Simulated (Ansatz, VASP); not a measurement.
## Cross-check of Ti between VASP and Ansatz

One calculation is typed for both programs; each brings its own data sets and cutoff. How far apart do they land? The structure shown is the end of the VASP relaxation below.

Main program and level: Ansatz 0.2.0; plane waves, with VASP 6.6.1 beside it; single point at PBEsol.

**1. The structure**

It takes space group P6_3/mmc (No. 194, hexagonal). Conventional cell: a = 2.876 Å, b = 2.876 Å, c = 4.551 Å, α = 90.00°, β = 90.00°, γ = 120.00°. Nearest to Ti lie 12 Ti at 2.82 to 2.88 Å.

Structure file:

```
Ti
1.0
     2.87555    0.00000    0.00000
    -1.43778    2.49030    0.00000
     0.00000    0.00000    4.55148
Ti
2
Cartesian
  0.0000 0.0000 0.0000
  0.0000 1.6602 2.2757
```

**2. VASP: relaxation, PBEsol**

This run makes the geometry at which the two programs are then compared.

Lines of VASP's logs that name or quote its potential files are left out, and so is its time.

The input, INCAR:

```
SYSTEM = Ti
PREC = Accurate
ENCUT = 450
EDIFF = 1E-07
NELM = 120
ISMEAR = 1
SIGMA = 0.15
LREAL = .FALSE.
ALGO = Normal
GGA = PS
NBANDS = 18
LASPH = .TRUE.
LORBIT = 11
LWAVE = .FALSE.
LCHARG = .FALSE.
KPAR = 2
IBRION = 2
NSW = 40
ISIF = 4
EDIFFG = -0.004
POTIM = 0.4
```

The input, POSCAR:

```
Ti
1.0
    2.8758798075      0.0000000000      0.0000000000
   -1.4379399037      2.4905849716      0.0000000000
    0.0000000000      0.0000000000      4.5504447571
Ti
2
Direct
    0.0000000000      0.0000000000      0.0000000000
    0.3333333333      0.6666666667      0.5000000000
```

The input, KPOINTS:

```
Automatic mesh
0
Gamma
23 23 13
0 0 0
```

PAW data sets: Ti_sv (PBE family, release 64).

On the command line:

```bash
$ mpirun -np 2 vasp_std
```

Numbers of over 12 decimals in the logs are rounded to 6 here.

Log:

```text
[banner, memory and clock lines left out]
running    2 mpi-ranks, on    1 nodes
 distrk:  each k-point on    1 cores,    2 groups
 distr:  one band on    1 cores,    1 groups

 POSCAR found type information on POSCAR Ti
 POSCAR found :  1 types and       2 ions
|                                                                             |
|               ----> ADVICE to this user running VASP <----                  |
|                                                                             |
|     You enforced a specific xc type in the INCAR file but a different       |
|     [... a line on the potential file left out ...]
|     I HOPE YOU KNOW WHAT YOU ARE DOING!                                     |
|                                                                             |

 LDA part: xc-table for (Slater+PW92), standard interpolation
 POSCAR, INCAR and KPOINTS ok, starting setup
 FFT: planning ... GRIDC
 FFT: planning ... GRID_SOFT
 FFT: planning ... GRID
 WAVECAR not read
 entering main loop
       N       E                     dE             d eps       ncg     rms          rms(c)
DAV:   1     0.238754215402E+03    0.23875E+03   -0.11817E+04 14120   0.153E+03
DAV:   2     0.514496538053E+01   -0.23361E+03   -0.23053E+03 14338   0.431E+02
DAV:   3    -0.180807794594E+02   -0.23226E+02   -0.22946E+02 26318   0.119E+02
DAV:   4    -0.187855401712E+02   -0.70476E+00   -0.70365E+00 16258   0.204E+01
DAV:   5    -0.188165348365E+02   -0.30995E-01   -0.30982E-01 21962   0.331E+00    0.132E+01
DAV:   6    -0.166719457058E+02    0.21446E+01   -0.75329E+00 16642   0.293E+01    0.340E+00
DAV:   7    -0.166456085625E+02    0.26337E-01   -0.88268E-01 21584   0.725E+00    0.212E+00
DAV:   8    -0.166762076093E+02   -0.30599E-01   -0.23897E-01 16302   0.594E+00    0.790E-01
DAV:   9    -0.166663528300E+02    0.98548E-02   -0.55080E-02 16598   0.254E+00    0.714E-02
DAV:  10    -0.166667292652E+02   -0.37644E-03   -0.31126E-03 20758   0.378E-01    0.976E-02
DAV:  11    -0.166667673870E+02   -0.38122E-04   -0.21399E-04 16578   0.120E-01    0.381E-02
DAV:  12    -0.166667564278E+02    0.10959E-04   -0.46794E-05 17306   0.594E-02    0.300E-03
DAV:  13    -0.166667576570E+02   -0.12292E-05   -0.10907E-06 17596   0.870E-03    0.940E-04
DAV:  14    -0.166667581481E+02   -0.49114E-06   -0.15564E-07 11852   0.252E-03    0.371E-04
DAV:  15    -0.166667582630E+02   -0.11480E-06   -0.25870E-08  8044   0.140E-03    0.688E-05
DAV:  16    -0.166667582580E+02    0.49968E-08   -0.84146E-09  7834   0.842E-04
   1 F= -.16666758E+02 E0= -.16667618E+02  d E =-.166668E+02
 curvature:   0.00 expect dE= 0.000E+00 dE for cont linesearch  0.000E+00
 trial: gam= 0.00000 g(F)=  0.211E-48 g(S)=  0.401E-05 ort = 0.000E+00 (trialstep = 0.100E+01)
 search vector abs. value=  0.401E-05
 bond charge predicted
       N       E                     dE             d eps       ncg     rms          rms(c)
DAV:   1    -0.166667735560E+02   -0.15293E-04   -0.64705E-04 15300   0.347E-01    0.261E-02
DAV:   2    -0.166667654428E+02    0.81132E-05   -0.37495E-05 14322   0.704E-02    0.129E-02
DAV:   3    -0.166667614331E+02    0.40096E-05   -0.95870E-06 20502   0.311E-02    0.121E-03
DAV:   4    -0.166667611638E+02    0.26937E-06   -0.78747E-07 15118   0.118E-02    0.719E-04
DAV:   5    -0.166667612586E+02   -0.94848E-07   -0.21031E-08  8118   0.163E-03
   2 F= -.16666761E+02 E0= -.16667621E+02  d E =-.300067E-05
 trial-energy change:   -0.000003  1 .order   -0.000003   -0.000004   -0.000002
 step:   1.9067(harm=  1.9067)  dis= 0.00000  next Energy=   -16.666762 (dE=-0.383E-05)
 reached required accuracy - stopping structural energy minimisation
```

From OUTCAR (step 2):

```text
ion  position               nearest neighbor table
   1  0.000  0.000  0.000-   2 2.82   2 2.82   2 2.82   2 2.82   2 2.82   2 2.82
   2  0.333  0.667  0.500-   1 2.82   1 2.82   1 2.82   1 2.82   1 2.82   1 2.82

  LATTYP: Found a hexagonal cell.
 ALAT       =     2.8758798075
 C/A-ratio  =     1.5822791847

 Subroutine GETGRP returns: Found 24 space group operations
 (whereof 12 operations were pure point group operations)

The static configuration has the point symmetry D_3h.
 The point group associated with its full space group is D_6h.

 Found    392 irreducible k-points:

   k-points           NKPTS =    392   k-points in BZ     NKDIM =    392   number of bands    NBANDS=     18

   dimension x,y,z NGX =    20 NGY =   20 NGZ =   32
   dimension x,y,z NGXF=    40 NGYF=   40 NGZF=   64

   ENCUT  =  450.0 eV  33.07 Ry    5.75 a.u.   4.97  4.97  7.87*2*pi/ulx,y,z

   NELECT =      24.0000    total number of electrons

 k-points in reciprocal lattice and weights: Automatic mesh
   0.00000000  0.00000000  0.00000000       0.000
   0.04347826  0.00000000  0.00000000       0.001
   0.08695652  0.00000000  0.00000000       0.001
   0.13043478  0.00000000  0.00000000       0.001
   0.17391304  0.00000000  0.00000000       0.001
   0.21739130 -0.00000000  0.00000000       0.001
   0.26086957  0.00000000  0.00000000       0.001
   0.30434783  0.00000000  0.00000000       0.001
   0.34782609  0.00000000  0.00000000       0.001
[...]
0.30434783  0.30434783  0.46153846       0.002
   0.34782609  0.30434783  0.46153846       0.002

 average (electrostatic) potential at core
       1 -71.4669       2 -71.4669

 E-fermi :   8.9146

 k-point     1 :       0.0000    0.0000    0.0000
  band No.  band energies     occupation
    ...
      6     -23.5219      2.00000
      7     -23.4852      2.00000
      8     -23.4852      2.00000
      9       2.5490      2.00000
     10       6.0432      2.00000
     11       9.7022     -0.00000
     12       9.7022     -0.00000
     13       9.8386     -0.00000
     14       9.8722     -0.00000
     15      10.2532     -0.00000
    ...

 k-point     2 :       0.0435    0.0000    0.0000
  band No.  band energies     occupation
    ...
      6     -23.5241      2.00000
      7     -23.4965      2.00000
      8     -23.4865      2.00000
      9       2.6054      2.00000
     10       6.0889      2.00000
     11       9.5568     -0.00000
     12       9.7432     -0.00000
     13       9.7433     -0.00000
     14       9.9596     -0.00000
     15      10.2224     -0.00000
    ...

 k-point     3 :       0.0870    0.0000    0.0000
  band No.  band energies     occupation
    ...
      6     -23.5306      2.00000
      7     -23.5293      2.00000
      8     -23.4905      2.00000
      9       2.7737      2.00000
     10       6.2210      2.00000
     11       9.3282     -0.00068
     12       9.4200     -0.00002
     13       9.8654     -0.00000
     14      10.0891     -0.00000
     15      10.1706     -0.00000
    ...

  Total        0.5049760      0.5049760      0.5133742      0.0000000      0.0000000      0.0000000
  in kB       24.8230635     24.8230635     25.2358941      0.0000000      0.0000000      0.0000000
  external PRESSURE =      24.9606737 kB  Pullay stress =       0.0000000 kB

  energy-cutoff  :      450.00
  volume of cell :       32.59
      direct lattice vectors                 reciprocal lattice vectors
     2.875553151  0.000000000 -0.000000000     0.347759178  0.200778855 -0.000000000
    -1.437776576  2.490302079  0.000000000    -0.000000000  0.401557710  0.000000000
     0.000000000 -0.000000000  4.551478656     0.000000000  0.000000000  0.219708819

 POSITION                                       TOTAL-FORCE (eV/Angst)
 -----------------------------------------------------------------------------------
      1.43778      2.49030     -0.00000        -0.000000      0.000000     -0.000000
     -0.00000      1.66020      2.27574         0.000000     -0.000000      0.000000
 -----------------------------------------------------------------------------------
    total drift:                               -0.000000      0.000000     -0.000000

  FREE ENERGIE OF THE ION-ELECTRON SYSTEM (eV)
  ---------------------------------------------------
  free  energy   TOTEN  =       -16.6667612586 eV

  energy  without entropy=      -16.6693416775  energy(sigma->0) =      -16.66762140

 reached required accuracy - stopping structural energy minimisation

 total charge
# of ion       s       p       d       tot
------------------------------------------
    1        2.264   6.134   1.933  10.332
    2        2.264   6.134   1.933  10.332
--------------------------------------------------
tot          4.529  12.269   3.866  20.663

[... 3 further parts left out ...]
```

CONTCAR:

```
Ti
   1.00000000000000
     2.8755531511702253    0.0000000000005599   -0.0000000000000000
    -1.4377765755346332    2.4903020789212609    0.0000000000000000
     0.0000000000000000   -0.0000000000000000    4.5514786562692349
  Ti
     2
Direct
     1.0000000000000000    1.0000000000000000    0.0000000000000000
     0.3333333332999970    0.6666666667000030    0.5000000000000000
```

The run keeps the 24 symmetry operations of its start, so it cannot find a distortion of lower symmetry.

**3. Ansatz: single point, PBEsol, volume scaled by 0.98**

Ansatz runs on its default PAW (the set named soft_2) files.

The same cell, functional, mesh and smearing now go to Ansatz, which takes its cutoff from its data sets.

The input, input.yaml:

```yaml
crystal:
  lattice:
    - [2.87555315, 0.0, 0.0]
    - [-1.43777658, 2.49030208, 0.0]
    - [0.0, 0.0, 4.55147866]
  atoms:
    - { symbol: Ti, position: [0.0, 0.0, 0.0] }
    - { symbol: Ti, position: [0.33333333, 0.66666667, 0.5] }
hamiltonian:
  xc: pbesol
  pseudopotentials: { kind: paw }
kpoints:
  mp_grid: { grid: [23, 23, 13] }
scf:
  occupations: { method: methfessel_paxton, width: 0.15 }
  n_extra_bands: 4
output:
  forces: true
  stress: true
  eigenvalues: true
  write_density: true
  write_potential: true
  elf: true
  volumetric_format: npy
```

On the command line:

```bash
$ ansatz run input.yaml --threads 2 --pin off --max-ram 4608MiB --backend cpu --events-out ev --progress --plain --runs-dir out
```

Log:

```text
scf.n_extra_bands = 4 over 12 filled bands (N_el = 24.0): the run solves 16 bands
Engine: ansatz 0.2.0, aarch64-unknown-linux-gnu
Pseudopotentials: kind: paw
Pseudopotential: Ti, paw, valence charge 12, recommended cutoff 420 eV (normal), Ti.paw.azcp
Functional definition: PBEsol
  exchange = pbesol_x
  correlation = pbesol_c
Crystal: 2 atoms, lattice volume = 32.593 Å³
Basis set: ecut = 420 eV, 627 PW (Γ), exchange–correlation on 40×40×64 points (8 copies of the dense FFT grid, shifted against one another)
Bands: 16, of which v1, the nominal top of the filled ones, is band 12 counted from 1 (11 counted from 0)
Symmetry: 24 space group operations
Space group: P63/mmc (ITA 194), of the structure as read, at distance tolerance 3.2e-5 Å
k-points: 392 of 6877
Non-local potential: Ti, projectors of the file, l = 0: 3, l = 1: 2, l = 2: 3, l = 3: 1
PAW form: soft (Blöchl's): semilocal exchange-correlation on the pseudo side does not see the compensation charge
PAW frozen core: Ti, regenerated for the run's functional, and the local potential with it (the file was generated under x = pbe(κ = 0.804, μ = 0.219515), c = pbe(β = 0.066725))
PAW one-centre angular grid: Ti, 590 points (default); XC on 64 Gauss nodes
Initial density: superposition of atomic densities (neutral atoms: chi_scale 0, normalization atom), corrected by the library's trained network
Initial wavefunctions: pseudopotential atomic-orbital guess
Functional: x = pbesol(κ = 0.804, μ = 0.123457), c = pbesol(β = 0.046)
SCF iter   1: F=—  HF=-4947.790930 eV  |F-HF|=—  |Δ(HF+E_count)|=         —  Δρ=8.80e-3  dr2=1.89e-2  ethr=1.77e-3  ⟨swp⟩=3.3  Hψ=24357  notcnv=0
preconditioner: auto → none  [metal: Δε(μ)=0.006 eV  Ē_g=3.019 eV  σ=0.150 eV  W_gap=0.03  n_scr=8 (ndim 8)  ℏωp=18.4 eV  f_vac=0.000  D(μ)=1.77/eV (n_scr^D=22)  sad-step TF]
SCF iter   2: F=—  HF=-4947.785364 eV  |F-HF|=—  |Δ(HF+E_count)|=   5.57e-3  S|Δr|=    0.00e0  Δρ=4.02e-3  dr2=4.10e-3  ethr=7.88e-5  ⟨swp⟩=1.1  Hψ=9618  notcnv=0
SCF iter   3: F=—  HF=-4947.784163 eV  |F-HF|=—  |Δ(HF+E_count)|=   1.20e-3  S|Δr|=    0.00e0  Δρ=3.65e-4  dr2=1.36e-5  ethr=1.71e-5  ⟨swp⟩=3.0  Hψ=11779  notcnv=0
SCF iter   4: F=—  HF=-4947.784140 eV  |F-HF|=—  |Δ(HF+E_count)|=   2.27e-5  S|Δr|=    0.00e0  Δρ=3.96e-5  dr2=1.76e-7  ethr=5.66e-8  ⟨swp⟩=2.1  Hψ=10521  notcnv=0
SCF iter   5: F=-4947.784140 eV  HF=-4947.784141 eV  |F-HF|=1.46e-8  |Δ(HF+E_count)|=   2.57e-7  S|Δr|=    0.00e0  Δρ=9.57e-6  dr2=1.82e-8  ethr=4.17e-10  ⟨swp⟩=7.1  Hψ=35367  notcnv=0
SCF 1 converged in 5 iterations: F = -4947.784140 eV  dr2 = 1.82e-8
  greatest PAW one-centre occupation: 0.999 electrons in one spin orbital (limit 2), on the Ti atom at site 1 (counted from 0), in its partial waves of l = 0
SCF converged after 5 iterations
Stability not checked: this state was not tested for a lower state beside it, because cold or Methfessel-Paxton smearing, or corrected tetrahedra, fill the levels in a way that the test cannot read (fill_not_monotonic; see scf.lower_state_search)
Free energy (F): -4947.784140 eV
Harris-Foulkes:  -4947.784141 eV  (|F-HF|=1.46e-8)
Internal energy: -4947.786716 eV  (E = F + TS)
E sigma→0 (E₀):  -4947.784784 eV
Entropy (-TS):   0.002575 eV (1.288 meV/atom)
Fermi energy:    14.300179 eV
--- Per-component energies (eV) ---
  E_band       = -289.373086
  E_kinetic    = 547.577605
  E_local      = -1556.138461  (includes V_loc(G=0)·N_el)
  E_nonlocal   = 18.894059
  E_hartree    = 643.105608
  E_xc         = -194.371389
  E_vxc        = -244.304602  (∫ρ·V_xc dr)
  E_paw        = -2045.342515  (= ΣΔE_a)
  E_vpaw       = -341.615819  (= ΣTr[D̂ρ^β])
  E_aug_tail   = 0.000220  (compensation charges beyond the density's cutoff)
  E_ewald      = -2361.790611
  E_core_change = 0.278769  (= ΣΔE_core)
  E_smearing   = 0.002575  (= −TS)
  E_closure    = 0.000000  (closes the sum)
  Σ components = -4947.784140   (vs F -4947.784140, Δ=0.00e0)
--- Forces (eV/Å), atoms counted from 1 ---
  atom   1  Ti     0.00000000    -0.00000000    -0.00000000
  atom   2  Ti    -0.00000000     0.00000000     0.00000000
  max |Σ_I F_I| component: 3.70e-17 eV/Å
--- Stress (GPa, compression-positive) ---
        3.213673       0.000000      -0.000000
        0.000000       3.213673       0.000000
       -0.000000       0.000000       3.236082
  P = ⅓ Tr σ = 3.2211 GPa (32.211 kbar)
--- Band table (eV; the first three rows and the last of 392) ---
  k-point 0: bands = [... 8 lower, 7.9590, 11.4331, 15.0915, 15.0915, 15.2310, 15.2454, 15.6452, 15.6452]
  k-point 1: bands = [... 8 lower, 8.0124, 11.4154, 15.0617, 15.0617, 15.1453, 15.2002, 15.6138, 15.6138]
  k-point 2: bands = [... 8 lower, 8.1706, 11.3512, 14.8937, 14.9974, 14.9974, 15.1110, 15.5275, 15.5275]
  k-point 391: bands = [... 8 lower, 12.7898, 12.8590, 13.2084, 13.2221, 14.1033, 14.1088, 15.9949, 16.1822]
```

Wall time 6.8 s (2 threads of Arm Neoverse V2, shared host); peak memory 0.44 GiB.

The run ends at a pressure of 3.22 GPa.

**4. Side by side**

Known differences besides the potentials themselves: the cutoff is 420 eV in Ansatz and 450 eV in VASP; Ansatz makes its cores anew for this functional, VASP keeps those of its PBE data sets. Total energies have different zeros and are not compared.

Both answers:

```csv
quantity,Ansatz,VASP,difference
pressure (GPa),3.22,2.50,+0.73
```

**5. What the set-up changes**

Further runs change the set-up of one program: Ansatz's method, potentials or start, or VASP's data sets, cutoff or form of LDA. The table gives Ansatz less VASP for each quantity, since a change that brings one quantity closer may part another.

```
                              run  pressure (GPa)
                         as above            0.73
Ansatz's all-electron LAPW method            0.72
```

**6. Results**

```
difference in pressure (single point, PBEsol, volume scaled by 0.98) : 0.73 GPa
```

In words: The difference in pressure is 0.73 GPa (single point, PBEsol, volume scaled by 0.98), within the 1 GPa picked in this series as the mark of a large difference. For single point, PBEsol, volume scaled by 0.98, no further run moves any of the tabulated differences by more than a quarter of its size. How closely two codes agree says nothing of how well the functional describes the real material.

[Lines on the potential files, build, host, timing and source positions are cut from VASP's logs without a mark.]

[Logs are printed without paths, hosts, clocks, repeated set-up lines and the standing remarks that a program may print on its own settings, such as how far it seeks lower states.]

[Hosts, paths, dates, database ids (printed as entryN), source tags and the programs' standing remarks are cut or masked in the printed files.]
